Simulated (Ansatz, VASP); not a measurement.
**TiO2: VASP beside Ansatz**

Wanted: the spread between two codes on one cell, functional and k mesh. The cell is taken from a series of runs on this material, whose earlier steps may have relaxed, scaled, displaced or heated it; both programs get it as it stands.

Method: plane waves, with VASP 6.6.1 beside it; single point at r2SCAN, in Ansatz 0.2.0.

## (1) Set-up

The structure is monoclinic, space group C2/c (No. 15). The conventional cell has a = 5.412 Å, b = 5.413 Å, c = 5.472 Å, α = 90.00°, β = 118.77°, γ = 90.00°. Nearest to Ti lie 6 O at 1.93 to 2.00 Å. O has 3 Ti at 1.93 to 2.00 Å nearest. Farther neighbours and most contacts between anions are not listed.

## (2) Ansatz: single point, r2SCAN

Ansatz runs on its PAW soft_1 files.

With cell and atoms fixed, the geometry can't cause a difference; cores, projectors, grids and the points listed under the comparison can.

The input, input.yaml:

```yaml
crystal:
  lattice:
    - [2.706034, -2.706655, 0.0]
    - [2.706034, 2.706655, 0.0]
    - [-2.633531, 0.0, 4.796637]
  atoms:
    - { symbol: Ti, position: [0.13411, 0.86589, 0.25] }
    - { symbol: Ti, position: [0.86589, 0.13411, 0.75] }
    - { symbol: O, position: [0.331221, 0.088755, 0.667149] }
    - { symbol: O, position: [0.668779, 0.911245, 0.332851] }
    - { symbol: O, position: [0.911245, 0.668779, 0.832851] }
    - { symbol: O, position: [0.088755, 0.331221, 0.167149] }
kpoints:
  mp_grid: { grid: [6, 6, 6] }
  band_path:
    path:
      - [0.0, 0.0, 0.0]
      - [0.0, 0.0, 0.5]
      - [-0.42056841, 0.42056841, 0.5]
      - [-0.57943159, -0.42056841, 0.5]
      - [-0.5, -0.5, 0.5]
      - [-0.5, 0.5, 0.0]
      - [-0.5, 0.0, 0.5]
      - [-0.5, 0.0, 0.0]
      - [-0.45, 0.45, 0.0]
      - [0.0, 0.0, 0.25]
    npoints: 1
hamiltonian:
  xc: r2scan
  pseudopotentials: { kind: paw, azcp: { folder: soft_1 } }
scf:
  occupations: { method: fixed }
  n_extra_bands: 6
output:
  eigenvalues: true
```

Run with:

```
ansatz run input.yaml --threads 3 --pin off --max-ram 92160MiB --backend cuda --events-out ev --progress --plain --runs-dir out --devices 1 --max-vram 13GiB
```

Numbers of over 12 decimals in the logs are rounded to 6 here.

The program printed:

```text
scf.n_extra_bands = 6 over 24 filled bands (N_el = 48.0): the run solves 30 bands
GPUs: using 1 of 1 available (devices: 1).
Engine: ansatz 0.2.0, x86_64-unknown-linux-gnu
Pseudopotentials: kind: paw
Pseudopotential: Ti, paw, valence charge 12, recommended cutoff 500 eV (meta_gga), soft_1/Ti.paw.azcp
Pseudopotential: O, paw, valence charge 6, recommended cutoff 500 eV (meta_gga), soft_1/O.paw.azcp
Functional definition: r2SCAN
  parameter k0 = 0.174
  parameter k1 = 0.065
  parameter a1 = 4.9479
  exchange = r2scan_x(k0 = k0, k1 = k1, a1 = a1)
  correlation = r2scan_c
device memory: the entry about to start is reckoned to put 4.2 GiB on a device that reports 68.2 GiB free (of which the cap on the GPU budget leaves the run 13.0 GiB)
GPU FFT provider: cuFFT
GPU libraries: cuBLAS 13.8.2, cuFFT 12.4.0, cuSOLVER 12.3.4
Crystal: 6 atoms, lattice volume = 70.264 Å³
Basis set: ecut = 500 eV, 1741 PW (Γ), exchange–correlation on 120×120×160 points (64 copies of the dense FFT grid, shifted against one another)
Bands: 30, of which v1, the nominal top of the filled ones, is band 24 counted from 1 (23 counted from 0)
Symmetry: 4 space group operations
Space group: C2/c (ITA 15), of the structure as read, at distance tolerance 4.1e-5 Å
k-points: 68 of 216
Non-local potential: Ti, projectors of the file, l = 0: 3, l = 1: 2, l = 2: 3, l = 3: 1
Non-local potential: O, projectors of the file, l = 0: 2, l = 1: 2, l = 2: 1
PAW form: soft (Blöchl's): semilocal exchange-correlation on the pseudo side does not see the compensation charge
PAW frozen core: Ti, regenerated for the run's functional (the file was generated under x = pbe(κ = 0.804, μ = 0.219515), c = pbe(β = 0.066725))
PAW frozen core: O, regenerated for the run's functional (the file was generated under x = pbe(κ = 0.804, μ = 0.219515), c = pbe(β = 0.066725))
PAW one-centre angular grid: Ti, 590 points (default); XC on 160 Gauss nodes
PAW one-centre angular grid: O, 302 points (default); XC on 160 Gauss nodes
Initial density: superposition of atomic densities (chi_scale 0.1, normalization cell, long waves kept (reshape's long-wave potential 0.00 eV rms))
Initial wavefunctions: pseudopotential atomic-orbital guess
GPU buffer pool allocated for 36000 grid points (all kernels)
GPU transforms: local potential: pruned to the plane-wave sphere, on 27×27×40; band sums: pruned to the plane-wave sphere, on 30×30×40
Functional: x = r2scan, c = r2scan; τ floored in thin density (d = 2e-4 eV/Å³)
SCF iter   1: F=—  HF=-7292.674571 eV  |F-HF|=—  |Δ(HF+E_count)|=         —  Δρ=7.37e-2  dr2=4.08e0  dr2_τ=6.66e-1  ethr=3.10e-3  ⟨swp⟩=4.1  Hψ=6793  notcnv=0  defer=147
preconditioner: auto → Resta (q_TF=auto, 2.560 Å⁻¹)  ε∞=6.5  [insulator: Δε(μ)=3.017 eV  Ē_g=10.647 eV  n_scr=18 (ndim 8)  ℏωp=25.1 eV  f_vac=0.000  ε∞_Penn≈6.5]
SCF iter   2: F=—  HF=-7292.551433 eV  |F-HF|=—  |Δ(HF+E_count)|=   1.23e-1  Δρ=4.07e-2  dr2=8.83e-1  dr2_τ=1.68e-1  ethr=3.10e-3  ⟨swp⟩=2.0  Hψ=3967  notcnv=0  defer=127
SCF iter   3: F=—  HF=-7292.599424 eV  |F-HF|=—  |Δ(HF+E_count)|=   4.80e-2  Δρ=2.24e-2  dr2=3.92e-1  dr2_τ=1.60e-2  ethr=1.84e-3  ⟨swp⟩=2.0  Hψ=3007  notcnv=0  defer=115
SCF iter   4: F=—  HF=-7292.607296 eV  |F-HF|=—  |Δ(HF+E_count)|=   7.87e-3  Δρ=6.34e-3  dr2=3.01e-2  dr2_τ=1.66e-3  ethr=8.16e-4  ⟨swp⟩=2.1  Hψ=3572  notcnv=0  defer=137
SCF iter   5: F=—  HF=-7292.609727 eV  |F-HF|=—  |Δ(HF+E_count)|=   2.43e-3  Δρ=1.43e-3  dr2=1.66e-3  dr2_τ=9.08e-5  ethr=6.26e-5  ⟨swp⟩=2.0  Hψ=2805  notcnv=0  defer=266
SCF iter   6: F=—  HF=-7292.610542 eV  |F-HF|=—  |Δ(HF+E_count)|=   8.15e-4  Δρ=5.05e-4  dr2=1.40e-4  dr2_τ=1.45e-5  ethr=3.47e-6  ⟨swp⟩=2.0  Hψ=2903  notcnv=0  defer=272
SCF iter   7: F=—  HF=-7292.610463 eV  |F-HF|=—  |Δ(HF+E_count)|=   7.96e-5  Δρ=6.44e-5  dr2=3.08e-6  dr2_τ=2.66e-7  ethr=2.92e-7  ⟨swp⟩=2.0  Hψ=2835  notcnv=0  defer=118
SCF iter   8: F=—  HF=-7292.610685 eV  |F-HF|=—  |Δ(HF+E_count)|=   2.22e-4  Δρ=1.20e-5  dr2=1.05e-7  dr2_τ=3.76e-9  ethr=6.41e-9  ⟨swp⟩=2.0  Hψ=2817  notcnv=0  defer=114
SCF iter   9: F=-7292.610685 eV  HF=-7292.610685 eV  |F-HF|=2.48e-9  |Δ(HF+E_count)|=   6.12e-8  Δρ=2.02e-6  dr2=3.12e-9  dr2_τ=1.03e-10  ethr=2.08e-10  ⟨swp⟩=7.5  Hψ=5919  notcnv=0
SCF 1 converged in 9 iterations: F = -7292.610685 eV  dr2 = 3.12e-9
  greatest PAW one-centre occupation: 1.000 electrons in one spin orbital (limit 2), on the Ti atom at site 1 (counted from 0), in its partial waves of l = 0
device memory: the entry about to start is reckoned to put 1.7 GiB on a device that reports 68.1 GiB free (of which the cap on the GPU budget leaves the run 13.0 GiB)
NSCF: frozen V_eff on 10 k-points
SCF converged after 9 iterations
Free energy (F): -7292.610685 eV
Harris-Foulkes:  -7292.610685 eV  (|F-HF|=2.48e-9)
Internal energy: -7292.610685 eV  (E = F + TS)
E sigma→0 (E₀):  -7292.610685 eV
Fermi energy:    6.483588 eV
--- Per-component energies (eV) ---
  E_band       = -528.066099
  E_kinetic    = 1232.788260
  E_local      = -3711.777162  (includes V_loc(G=0)·N_el)
  E_nonlocal   = 317.051404
  E_hartree    = 1423.796622
  E_xc         = -510.529643
  E_vxc        = -734.030233  (∫ρ·V_xc dr)
  E_paw        = -2753.232911  (= ΣΔE_a)
  E_vpaw       = -527.049726  (= ΣTr[D̂ρ^β])
  E_aug_tail   = 0.001085  (compensation charges beyond the density's cutoff)
  E_vtau       = 47.356624  (kinetic-family band-sum trace: ∫τ·v_τ [+ j·A + Jᵃ·Aᵃ] dr)
  E_ewald      = -3290.073663
  E_core_change = -0.634677  (= ΣΔE_core)
  E_smearing   = -0.000000  (= −TS)
  E_closure    = 0.000000  (closes the sum)
  Σ components = -7292.610685   (vs F -7292.610685, Δ=0.00e0)
--- Band table (eV; the first three rows and the last of 68) ---
  k-point 0: bands = [... 20 lower, 5.7109, 5.7377, 6.0292, 6.0340, 8.9290, 9.6343, 10.6805, 10.6913, ... 2 higher]
  k-point 1: bands = [... 20 lower, 5.5358, 5.5582, 6.1630, 6.1659, 8.9733, 9.5838, 10.5832, 10.5965, ... 2 higher]
  k-point 2: bands = [... 20 lower, 5.3047, 5.3117, 6.3000, 6.3015, 9.0963, 9.4484, 10.5187, 10.5279, ... 2 higher]
  k-point 67: bands = [... 20 lower, 4.4550, 4.4550, 6.4610, 6.4610, 10.0988, 10.0988, 10.5391, 10.5391, ... 2 higher]
```

## (3) VASP: single point, r2SCAN

The same cell, functional and mesh now go to VASP, with its own data sets.

Lines of VASP's logs that name or quote its potential files are left out, and so is its time.

The input, INCAR:

```
SYSTEM = TiO2
PREC = Accurate
ENCUT = 580
EDIFF = 1E-06
NELM = 120
ISMEAR = 0
SIGMA = 0.01
LREAL = .FALSE.
ALGO = Normal
METAGGA = R2SCAN
LASPH = .TRUE.
NBANDS = 30
LORBIT = 11
LWAVE = .FALSE.
LCHARG = .FALSE.
ISIF = 2
GGA_COMPAT = .FALSE.
EFERMI = MIDGAP
LMIXTAU = .TRUE.
KPAR = 2
```

The input, POSCAR:

```
TiO2
1.0
    2.7060340000     -2.7066550000      0.0000000000
    2.7060340000      2.7066550000      0.0000000000
   -2.6335310000      0.0000000000      4.7966370000
Ti O
2 4
Direct
    0.1341100000      0.8658900000      0.2500000000
    0.8658900000      0.1341100000      0.7500000000
    0.3312210000      0.0887550000      0.6671490000
    0.6687790000      0.9112450000      0.3328510000
    0.9112450000      0.6687790000      0.8328510000
    0.0887550000      0.3312210000      0.1671490000
```

The input, KPOINTS:

```
Automatic mesh
0
Gamma
6 6 6
0 0 0
```

PAW data sets: Ti_sv and O (PBE family, release 64).

Run with:

```
mpirun -np 2 vasp_std
```

The program printed:

```text
[banner, memory and clock lines left out]
running    2 mpi-ranks, on    1 nodes
 distrk:  each k-point on    1 cores,    2 groups
 distr:  one band on    1 cores,    1 groups

 POSCAR found type information on POSCAR TiO
 POSCAR found :  2 types and       6 ions
|                                                                             |
|               ----> ADVICE to this user running VASP <----                  |
|                                                                             |
|     You enforced a specific xc type in the INCAR file but a different       |
|     [... a line on the potential file left out ...]
|     I HOPE YOU KNOW WHAT YOU ARE DOING!                                     |
|                                                                             |

 LDA part: xc-table for (None), standard interpolation
 POSCAR, INCAR and KPOINTS ok, starting setup
 FFT: planning ... GRIDC
 FFT: planning ... GRID_SOFT
 FFT: planning ... GRID
 WAVECAR not read
 entering main loop
       N       E                     dE             d eps       ncg     rms          rms(c)
DAV:   1     0.704105359555E+03    0.70411E+03   -0.27029E+04  4080   0.205E+03
DAV:   2     0.222136839903E+02   -0.68189E+03   -0.65085E+03  4488   0.594E+02
DAV:   3    -0.944241320930E+02   -0.11664E+03   -0.11419E+03  6014   0.219E+02
DAV:   4    -0.101764899484E+03   -0.73408E+01   -0.73305E+01  6276   0.535E+01
DAV:   5    -0.102126362819E+03   -0.36146E+00   -0.36137E+00  5490   0.907E+00    0.312E+01
DAV:   6    -0.729726578199E+02    0.29154E+02   -0.77805E+01  5494   0.101E+02    0.835E+00
DAV:   7    -0.686339423416E+02    0.43387E+01   -0.56338E+00  5392   0.166E+01    0.526E+00
DAV:   8    -0.753267150523E+02   -0.66928E+01   -0.31778E+00  5062   0.116E+01    0.278E+00
DAV:   9    -0.697359439166E+02    0.55908E+01   -0.16899E+00  4102   0.943E+00    0.852E-01
DAV:  10    -0.694478034222E+02    0.28814E+00   -0.26425E-01  4156   0.445E+00    0.548E-01
DAV:  11    -0.694874341549E+02   -0.39631E-01   -0.24424E-01  4080   0.376E+00    0.136E-01
DAV:  12    -0.698234167578E+02   -0.33598E+00   -0.18082E-01  4112   0.353E+00    0.150E-01
DAV:  13    -0.698324660143E+02   -0.90493E-02   -0.73613E-03  5118   0.863E-01    0.685E-02
DAV:  14    -0.698305692962E+02    0.18967E-02   -0.54415E-03  4088   0.677E-01    0.152E-01
DAV:  15    -0.698338180709E+02   -0.32488E-02   -0.35839E-03  4196   0.564E-01    0.196E-02
DAV:  16    -0.698339853197E+02   -0.16725E-03   -0.15087E-04  4574   0.114E-01    0.175E-02
DAV:  17    -0.698339982138E+02   -0.12894E-04   -0.28946E-05  5398   0.474E-02    0.104E-02
DAV:  18    -0.698340252845E+02   -0.27071E-04   -0.11487E-05  3888   0.305E-02    0.656E-03
DAV:  19    -0.698340227046E+02    0.25799E-05   -0.26462E-06  3372   0.143E-02    0.400E-03
DAV:  20    -0.698340241022E+02   -0.13976E-05   -0.27180E-06  3214   0.141E-02    0.951E-04
DAV:  21    -0.698340244153E+02   -0.31313E-06   -0.49735E-07  2040   0.634E-03
   1 F= -.69834024E+02 E0= -.69834024E+02  d E =0.000000E+00
```

Parts of OUTCAR (step 3):

```text
ion  position               nearest neighbor table
   1  0.134  0.866  0.250-   4 1.93   6 1.93   6 1.98   4 1.98   3 2.00   5 2.00
   2  0.866  0.134  0.750-   5 1.93   3 1.93   5 1.98   3 1.98   6 2.00   4 2.00
   3  0.331  0.089  0.667-   2 1.93   2 1.98   1 2.00
   4  0.669  0.911  0.333-   1 1.93   1 1.98   2 2.00
   5  0.911  0.669  0.833-   2 1.93   2 1.98   1 2.00
   6  0.089  0.331  0.167-   1 1.93   1 1.98   2 2.00

  LATTYP: Found a base centered monoclinic cell.
 ALAT       =     5.4120680000
 B/A-ratio  =     1.0002294871
 C/A-ratio  =     1.0110809974
 COS(beta)  =    -0.4812705001

 Subroutine GETGRP returns: Found  4 space group operations
 (whereof  2 operations were pure point group operations)

The static configuration has the point symmetry S_2 .
 The point group associated with its full space group is C_2h.

 Found     68 irreducible k-points:

   k-points           NKPTS =     68   k-points in BZ     NKDIM =     68   number of bands    NBANDS=     30

   dimension x,y,z NGX =    30 NGY =   30 NGZ =   48
   dimension x,y,z NGXF=    60 NGYF=   60 NGZF=   96

   ENCUT  =  580.0 eV  42.63 Ry    6.53 a.u.   7.52  7.52 10.75*2*pi/ulx,y,z

   NELECT =      48.0000    total number of electrons

 k-points in reciprocal lattice and weights: Automatic mesh
   0.00000000  0.00000000  0.00000000       0.005
   0.16666667 -0.00000000  0.00000000       0.019
   0.33333333 -0.00000000  0.00000000       0.019
   0.50000000 -0.00000000  0.00000000       0.009
   0.16666667  0.16666667  0.00000000       0.009
   0.33333333  0.16666667  0.00000000       0.019
   0.50000000  0.16666667  0.00000000       0.019
  -0.33333333  0.16666667 -0.00000000       0.019
  -0.16666667  0.16666667  0.00000000       0.009
[...]
-0.33333333  0.33333333  0.50000000       0.009
   0.50000000  0.50000000  0.50000000       0.005

 average (electrostatic) potential at core
       1 -82.2530       2 -82.2530       3 -74.2999       4 -74.2999       5 -74.2999
       6 -74.2999

 E-fermi :   3.9937

 k-point     1 :       0.0000    0.0000    0.0000
  band No.  band energies     occupation
    ...
     20       1.9345      2.00000
     21       1.9733      2.00000
     22       1.9982      2.00000
     23       2.3022      2.00000
     24       2.3070      2.00000
     25       5.2257      0.00000
     26       5.9377      0.00000
     27       6.9712      0.00000
     28       6.9819      0.00000
     29       7.0214      0.00000
    ...

 k-point     2 :       0.1667   -0.0000    0.0000
  band No.  band energies     occupation
    ...
     20       1.4516      2.00000
     21       1.7975      2.00000
     22       1.9689      2.00000
     23       2.0146      2.00000
     24       2.2930      2.00000
     25       5.7565      0.00000
     26       6.0242      0.00000
     27       6.4595      0.00000
     28       6.7052      0.00000
     29       6.9192      0.00000
    ...

 k-point     3 :       0.3333   -0.0000    0.0000
  band No.  band energies     occupation
    ...
     20       0.9057      2.00000
     21       1.2021      2.00000
     22       1.8842      2.00000
     23       1.9175      2.00000
     24       2.1445      2.00000
     25       6.2032      0.00000
     26       6.3874      0.00000
     27       6.5278      0.00000
     28       6.6715      0.00000
     29       6.9230      0.00000
    ...

  Total       -2.3548804     -2.3755422     -2.3426970      0.0000000      0.0000000     -0.1005541
  in kB      -53.6965575    -54.1676917    -53.4187471      0.0000000      0.0000000     -2.2928589
  external PRESSURE =     -53.7609988 kB  Pullay stress =       0.0000000 kB

  energy-cutoff  :      580.00
  volume of cell :       70.26
      direct lattice vectors                 reciprocal lattice vectors
     2.706034000 -2.706655000  0.000000000     0.184772253 -0.184729860  0.101446796
     2.706034000  2.706655000  0.000000000     0.184772253  0.184729860  0.101446796
    -2.633531000  0.000000000  4.796637000     0.000000000  0.000000000  0.208479399

 POSITION                                       TOTAL-FORCE (eV/Angst)
 -----------------------------------------------------------------------------------
      2.04765      1.98068      1.19916         0.000000      0.093905     -0.000000
      0.73089     -1.98068      3.59748         0.000000     -0.093905     -0.000000
     -0.62049     -0.65627      3.20007        -0.003518     -0.030180     -0.196876
      3.39903      0.65627      1.59657         0.003518      0.030180      0.196876
      2.08226     -0.65627      3.99488         0.003518     -0.030180      0.196876
      0.69628      0.65627      0.80175        -0.003518      0.030180     -0.196876
 -----------------------------------------------------------------------------------
    total drift:                                0.000000     -0.000000     -0.000000

  FREE ENERGIE OF THE ION-ELECTRON SYSTEM (eV)
  ---------------------------------------------------
  free  energy   TOTEN  =       -69.8340244153 eV

  energy  without entropy=      -69.8340244153  energy(sigma->0) =      -69.83402442

 total charge
# of ion       s       p       d       tot
------------------------------------------
    1        2.212   6.280   1.645  10.137
    2        2.212   6.280   1.645  10.137
    3        1.572   3.518   0.000   5.090
    4        1.572   3.518   0.000   5.090
    5        1.572   3.518   0.000   5.090
    6        1.572   3.518   0.000   5.090
--------------------------------------------------
tot         10.712  26.633   3.289  40.635

[... 3 further parts left out ...]
```

The run ends at a pressure of -5.38 GPa, with forces up to 0.20 eV/Å.

## (4) Differences

Known differences besides the potentials themselves: VASP keeps PBE cores, Ansatz makes them for the functional; fixed occupations in Ansatz, narrow Gaussian smearing in VASP; the cutoff is 500 eV in Ansatz and 580 eV in VASP; in our runs with r2SCAN, forces from VASP's data set Ti_sv part from Ansatz's all-electron ones, so neither program is the reference here. Total energies have different zeros and are not compared.

Both answers:

```csv
quantity,Ansatz,VASP,difference
gap on the k mesh (eV),2.445,2.464,-0.019
```

A gap on the mesh is an upper bound, since the band edges may lie between its points.

## (5) Results

| Item | Value |
| --- | --- |
| difference in gap on the k mesh (single point, r2SCAN) | -0.019 eV |

In words: The difference in gap on the k mesh is -0.019 eV (single point, r2SCAN), within the 0.08 eV picked in this series as the mark of a large difference. How closely two codes agree says nothing of how well the functional describes the real material.

[Lines on the potential files, build, host, timing and source positions are cut from VASP's logs without a mark.]

[Logs are printed without paths, hosts, clocks, repeated set-up lines and the standing remarks that a program may print on its own settings, such as how far it seeks lower states.]

[Hosts, paths, dates, database ids (printed as entryN), source tags and the programs' standing remarks are cut or masked in the printed files.]
